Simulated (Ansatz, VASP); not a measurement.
# Cross-check of HfB2 between VASP and Ansatz, part 2 of 2

Wanted: the spread between two codes on one cell, functional and k mesh. Of the first pair: The structure shown is the end of the Ansatz relaxation below.

VASP 6.6.1 and Ansatz 0.2.0.

So far. Step 3 (VASP: single point, LDA, pair 1): The run ends at a pressure of -4.63 GPa.

### 6. VASP: single point, LDA, pair 2

Level of this step: LDA; plane waves and PAW (B, Hf_pv) (VASP).

The same cell, functional (in two slightly different forms), mesh and smearing now go to VASP, with its own data sets.

INCAR

```
SYSTEM = HfB2
PREC = Accurate
ENCUT = 500
EDIFF = 1E-06
NELM = 120
ISMEAR = 1
SIGMA = 0.2
LREAL = .FALSE.
ALGO = Normal
GGA = CA
NBANDS = 14
LASPH = .TRUE.
LORBIT = 11
LWAVE = .FALSE.
LCHARG = .FALSE.
ISIF = 2
GGA_COMPAT = .FALSE.
KPAR = 2
```

POSCAR

```
HfB2
1.0
    3.1403477788      0.0000000000      0.0000000000
   -1.5701738894      2.7196209532      0.0000000000
    0.0000000000      0.0000000000      3.4749357069
B Hf
2 1
Direct
    0.3333333333      0.6666666667      0.5000000000
    0.6666666667      0.3333333333      0.5000000000
    0.0000000000      0.0000000000      0.0000000000
```

KPOINTS

```
Automatic mesh
0
Gamma
15 15 12
0 0 0
```

The projector-augmented-wave data sets are B and Hf_pv (LDA family, release 64).

Command:

```bash
$ mpirun -np 2 vasp_std
```

Numbers of over 12 decimals in the logs are rounded to 6 here.

Output:

```text
[... set-up lines as in an earlier step ...]
 entering main loop
       N       E                     dE             d eps       ncg     rms          rms(c)
DAV:   1     0.250763864682E+02    0.25076E+02   -0.79218E+03  5300   0.105E+03
DAV:   2    -0.298511944886E+02   -0.54928E+02   -0.51383E+02  6858   0.223E+02
DAV:   3    -0.313909549244E+02   -0.15398E+01   -0.15283E+01  7056   0.280E+01
DAV:   4    -0.313985476000E+02   -0.75927E-02   -0.75908E-02  6108   0.235E+00
[...]
DAV:  11    -0.289215364639E+02   -0.61988E-05   -0.73932E-05  6552   0.655E-02    0.105E-01
DAV:  12    -0.289215341104E+02    0.23535E-05   -0.43700E-06  6222   0.160E-02    0.166E-02
DAV:  13    -0.289215340956E+02    0.14762E-07   -0.31020E-07  3060   0.456E-03
   1 F= -.28921534E+02 E0= -.28921674E+02  d E =0.418218E-03
```

From OUTCAR (step 6):

```text
  Total       -1.7754479     -1.7754479     -1.7077227      0.0000000     -0.0000000      0.0000000
  in kB      -95.8485649    -95.8485649    -92.1923813      0.0000000     -0.0000000      0.0000000
  external PRESSURE =     -94.6298370 kB  Pullay stress =       0.0000000 kB

 POSITION                                       TOTAL-FORCE (eV/Angst)
 -----------------------------------------------------------------------------------
     -0.00000      1.81308      1.73747        -0.000000     -0.000000      0.000000
      1.57017      0.90654      1.73747         0.000000     -0.000000      0.000000
      0.00000      0.00000      0.00000         0.000000      0.000000      0.000000
 -----------------------------------------------------------------------------------
    total drift:                               -0.000000      0.000000      0.000000

  FREE ENERGIE OF THE ION-ELECTRON SYSTEM (eV)
  ---------------------------------------------------
  free  energy   TOTEN  =       -28.9215340956 eV

  energy  without entropy=      -28.9219523138  energy(sigma->0) =      -28.92167350

[... 1 part as in an earlier step ...]

[... 2 further parts left out ...]
[key lines of the parts left out:]
E-fermi :   7.6682
```

The run ends at a pressure of -9.46 GPa.

### 7. Differences

What differs besides the data sets and the points named for the pairs above, as far as they apply: the data sets hold 32 valence electrons in Ansatz (on its PAW soft_1 files) and 16 in VASP. Total energies have different zeros and are not compared.

Compared:

```
      quantity  Ansatz   VASP  difference
pressure (GPa)   -9.94  -9.46       -0.47
```

### 8. Ansatz: zone-centre phonons, LDA

Second derivatives magnify differences that forces hide, and they need a tight electronic threshold. The cell compared in this pair holds 25.68 Å³, against 29.68 Å³ for the pair before.

The cell is taken from a series of runs on this material, whose earlier steps may have relaxed, scaled, displaced or heated it; both programs get it as it stands.

input.yaml

```yaml
crystal:
  lattice:
    - [3.0028371968, 0.0, 0.0]
    - [-1.5014185984, 2.6005332958, 0.0]
    - [0.0, 0.0, 3.2888787564]
  atoms:
    - { symbol: B, position: [0.3333333333, 0.6666666667, 0.5] }
    - { symbol: B, position: [0.6666666667, 0.3333333333, 0.5] }
    - { symbol: Hf, position: [0.0, 0.0, 0.0] }
kpoints:
  mp_grid: { grid: [15, 15, 12] }
hamiltonian:
  xc: lda
  pseudopotentials: { kind: paw, azcp: { folder: soft_1 }, xc_functional: pbe }
scf:
  occupations: { method: methfessel_paxton, width: 0.2 }
output:
  eigenvalues: true
phonons:
  method: dfpt
```

Command:

```bash
$ ansatz run input.yaml --threads 4 --pin off --max-ram 10240MiB --backend cpu --events-out ev --progress --plain --runs-dir out
```

Output:

```text
zone centre: on kpoints.mp_grid the ground state, and the responses unless they are solved on pairs of k-points, stand on 448 of the mesh's 2700 k-points, reduced under 4 symmetry operations, with k and −k counted as one. Each operation leaves every solved displacement unchanged or reverses it
[...]
Crystal: 3 atoms, lattice volume = 25.683 Å³
[...]
k mesh reduced under 4 symmetry operations, with k and −k counted as one. Each operation leaves every solved displacement unchanged or reverses it
  ASR residual: 4.013e-5 → 0.000e0 eV/Å²; symmetrization residual: 7.484e-7 eV/Å²
  ASR residual per site (eV/Å²): 2.01e-5 2.01e-5 4.01e-5
  Γ frequencies (cm⁻¹): 0.00 0.00 0.00 526.66 526.66 582.01 647.52 953.93 953.93
  non-analytic LO–TO correction: not included (Born effective charges unavailable; polar crystals: no LO–TO splitting at Γ)
[key lines of the parts left out:]
SCF converged after 10 iterations
Free energy (F): -15780.042163 eV
Fermi energy:    21.860109 eV
```

### 9. VASP: zone-centre phonons, LDA

The same cell, functional (in two slightly different forms), mesh and smearing now go to VASP, with its own data sets.

INCAR, as its differences from that of step 6:

```diff
@@ -3,3 +3,3 @@
 ENCUT = 500
-EDIFF = 1E-06
+EDIFF = 1E-08
 NELM = 120
@@ -16,2 +16,3 @@
 ISIF = 2
+IBRION = 8
 GGA_COMPAT = .FALSE.
```

POSCAR

```
HfB2
1.0
    3.0028371968      0.0000000000      0.0000000000
   -1.5014185984      2.6005332958      0.0000000000
    0.0000000000      0.0000000000      3.2888787564
B Hf
2 1
Direct
    0.3333333333      0.6666666667      0.5000000000
    0.6666666667      0.3333333333      0.5000000000
    0.0000000000      0.0000000000      0.0000000000
```

KPOINTS is that of step 6.

Command:

```bash
$ mpirun -np 2 vasp_std
```

Output:

```text
[... set-up lines as in an earlier step ...]
 entering main loop
       N       E                     dE             d eps       ncg     rms          rms(c)
DAV:   1     0.255751408833E+02    0.25575E+02   -0.80261E+03  5300   0.107E+03
DAV:   2    -0.299267172418E+02   -0.55502E+02   -0.52001E+02  6872   0.227E+02
DAV:   3    -0.313322613989E+02   -0.14055E+01   -0.13978E+01  7020   0.274E+01
DAV:   4    -0.313374116557E+02   -0.51503E-02   -0.51497E-02  6090   0.199E+00
[...]
DAV:  13    -0.286424867974E+02   -0.18697E-07   -0.13078E-07  6708   0.302E-03    0.762E-03
DAV:  14    -0.286424867819E+02    0.15487E-07   -0.26547E-08  6312   0.141E-03    0.453E-03
DAV:  15    -0.286424867819E+02    0.14097E-10   -0.51016E-09  2964   0.626E-04
   1 F= -.28642487E+02 E0= -.28642548E+02  d E =0.184906E-03
 Linear response reoptimize wavefunctions to high precision
DAV:   1    -0.286424867819E+02   -0.63665E-11   -0.51996E-10  3948   0.206E-04
 Linear response DOF=           4
 Linear response progress:
  Degree of freedom:   1/  4
[...]
RMM:  11    -0.194634256252E+00    0.19528E-07   -0.43245E-07 28233   0.310E-05    0.428E-05
RMM:  12    -0.194634291295E+00   -0.35043E-07   -0.20008E-07 26961   0.184E-05    0.651E-06
RMM:  13    -0.194634290779E+00    0.51586E-09   -0.88724E-08 21043   0.124E-05    0.860E-06
 first order change of Fermi-energy   0.76362E-04
 force on displaced ion       3 direction 1 : -19.890   0.000   0.000
 Linear response progress:
  Degree of freedom:   4/  4
       N       E                     dE             d eps       ncg     rms          rms(c)
RMM:   1    -0.224427096316E+00   -0.22443E+00    0.46679E+00  6088   0.125E+01
RMM:   2    -0.219405577301E+00    0.50215E-02   -0.36081E-02  8153   0.128E+00    0.108E+00
RMM:   3    -0.218942301439E+00    0.46328E-03   -0.19281E-03 10337   0.206E-01    0.541E-01
RMM:   4    -0.218606866374E+00    0.33544E-03   -0.24839E-04  9928   0.784E-02    0.182E-01
[...]
RMM:  14    -0.218374219546E+00    0.57065E-08    0.27713E-07  8317   0.125E-05    0.367E-06
RMM:  15    -0.218374210034E+00    0.95120E-08    0.13281E-07  8935   0.108E-05    0.208E-06
RMM:  16    -0.218374212528E+00   -0.24944E-08    0.49570E-08  6737   0.908E-06    0.479E-07
 first order change of Fermi-energy   0.55585E-04
 force on displaced ion       3 direction 3 :  -0.000  -0.000 -24.300
 Linear response finished
```

Parts of OUTCAR (step 9):

```text
  Total        5.8548406      5.8548406      6.0519300      0.0000000      0.0000000      0.0000000
  in kB      365.2444201    365.2444201    377.5395132      0.0000000      0.0000000      0.0000000
  external PRESSURE =     369.3427845 kB  Pullay stress =       0.0000000 kB

 POSITION                                       TOTAL-FORCE (eV/Angst)
 -----------------------------------------------------------------------------------
     -0.00000      1.73369      1.64444         0.000000     -0.000000      0.000000
      1.50142      0.86684      1.64444        -0.000000      0.000000     -0.000000
      0.00000      0.00000      0.00000         0.000000      0.000000      0.000000
 -----------------------------------------------------------------------------------
    total drift:                               -0.000000      0.000000      0.000000

[... 1 part as in an earlier step ...]

[... 1 further part left out ...]
```

### 10. Side by side

What differs besides the data sets and the points named for the pairs above, as far as they apply: the data sets hold 32 valence electrons in Ansatz (on its PAW soft_1 files) and 16 in VASP. Total energies have different zeros and are not compared.

Compared:

```csv
quantity,Ansatz,VASP,difference
optical mode 1 to 2 (cm⁻¹),526.7,529.6,-0.56 %
optical mode 3 (cm⁻¹),582.0,585.3,-0.56 %
optical mode 4 (cm⁻¹),647.5,652.4,-0.75 %
optical mode 5 to 6 (cm⁻¹),953.9,958.2,-0.45 %
```

Modes are paired by rising frequency, not by their patterns, so a pair may set unlike modes beside each other; they are those without the splitting of longitudinal modes.

### 11. Outcome

```
difference in pressure (single point, LDA, pair 1)                                                                : -0.58 GPa
difference in pressure (single point, LDA, pair 2)                                                                : -0.47 GPa
r.m.s. difference of the optical zone-centre modes, each program's sorted by frequency (zone-centre phonons, LDA) : 3.8 cm⁻¹
difference in optical mode 4 (zone-centre phonons, LDA)                                                           : -0.8 %
```

**Reading.** The difference in pressure is -0.58 GPa (single point, LDA, pair 1), within the 1 GPa picked in this series as the mark of a large difference. The data sets hold unlike numbers of valence electrons (32 in Ansatz and 16 in VASP), so part of the differences comes from the potentials. Among the rows given in per cent, the largest difference of the zone-centre phonons, LDA pair is in optical mode 4, -0.8 %. 1 further run of this series is not shown here. How closely two codes agree says nothing of how well the functional describes the real material.

[Lines on the potential files, build, host, timing and source positions are cut from VASP's logs without a mark.]

[Logs are printed without paths, hosts, clocks, repeated set-up lines and the standing remarks that a program may print on its own settings, such as how far it seeks lower states.]

[Hosts, paths, dates, database ids (printed as entryN), source tags and the programs' standing remarks are cut or masked in the printed files.]
